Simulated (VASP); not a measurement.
Method: PBE GGA with D3 dispersion (zero damping), VASP's PBE PAW potentials (set 64) (plane waves; VASP).

Input for VASP

POSCAR:
```
FePt
1
    2.6881680800     0.0000000000     0.0000000000
    0.0000000000     2.6881680800    -0.0000000000
    0.0000000000     0.0000000000     3.7409812374
Fe Pt
1 1
Direct
  0.0000000000   0.0000000000   0.0000000000
  0.5000000000   0.5000000000   0.5000000000
```

### INCAR
```
SYSTEM = FePt
PREC = Accurate
ENCUT = 520
EDIFF = 1E-7
NELM = 100
ALGO = Normal
LREAL = .FALSE.
LASPH = .TRUE.
ISMEAR = -5
GGA = PE
IVDW = 11
LMAXMIX = 6
ISPIN = 2
MAGMOM = 2.9 0.3
LORBIT = 11
LWAVE = .FALSE.
LCHARG = .TRUE.
NEDOS = 601
ISIF = 2
```

KPOINTS:
```
Automatic mesh
0
Gamma
15 15 11
0 0 0
```

POTCAR, in this order: Fe Pt (PBE.64 set). Program: vasp_std.

Unless said otherwise, spin-orbit coupling is left out, though it shifts the bands of the heavy elements here.

**Question.** Predict the energy per atom (σ→0), cell moment, dispersion energy, band gap (on the k-mesh).

**Answer.** 
```
Property                                                    Result
------------------------  ----------------------------------------
energy per atom (σ→0)                               -7.975 eV/atom
cell moment                                                3.19 μB
dispersion energy                                        -1.166 eV
band gap (on the k-mesh)  none (metal, semimetal or under 0.01 eV)
```

### OSZICAR
```
...
DAV:  13    -0.147826427587E+02   -0.24543E-04   -0.43219E-05 17240   0.139E-01    0.377E-02
DAV:  14    -0.147826430317E+02   -0.27300E-06   -0.51448E-06 18531   0.511E-02    0.126E-02
DAV:  15    -0.147826440992E+02   -0.10675E-05   -0.21424E-06 17636   0.354E-02    0.343E-03
DAV:  16    -0.147826438388E+02    0.26042E-06   -0.22442E-07  9521   0.756E-03    0.193E-03
DAV:  17    -0.147826435217E+02    0.31711E-06   -0.56324E-08  7278   0.282E-03    0.119E-03
DAV:  18    -0.147826437558E+02   -0.23414E-06   -0.13329E-08  6865   0.257E-03    0.236E-04
DAV:  19    -0.147826437411E+02    0.14704E-07   -0.29605E-09  6844   0.645E-04
   1 F= -.15949114E+02 E0= -.15949114E+02  d E =0.000000E+00  mag=     3.1946
```

The compound is FePt in the L1_0 structure. It was relaxed first.
